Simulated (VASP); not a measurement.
Runs of VASP 6.6.1 on ZnS. The structure is cubic, space group F-43m (No. 216). Conventional cell: a = 5.404 Å, b = 5.404 Å, c = 5.404 Å, α = 90.00°, β = 90.00°, γ = 90.00°. Around Zn (site symmetry -43m) lie 4 S at 2.34 Å. S (site symmetry -43m) is surrounded by 4 Zn at 2.34 Å. 

```csv
k mesh,cutoff (eV),mesh quality,gap on the mesh (eV),pressure (GPa)
4 × 4 × 4,520,coarse,2.11,2.2
8 × 8 × 8,600,not flagged,2.12,1.8
6 × 6 × 6,520,not flagged,2.11,1.8
8 × 8 × 8,450,not flagged,2.11,(a)
12 × 12 × 12,520,not flagged,2.11,1.8
```

Alike in all rows: task single point; level PBE; potentials or basis VASP PAW PBE potentials, release 64 (Zn, S); no spin polarisation; cell as given; smearing gaussian 0.02 eV.

Q: Fill in the values left out.

A: (a) 1.7.

Caveats: some runs use coarse meshes.

A k mesh can miss the band edges.
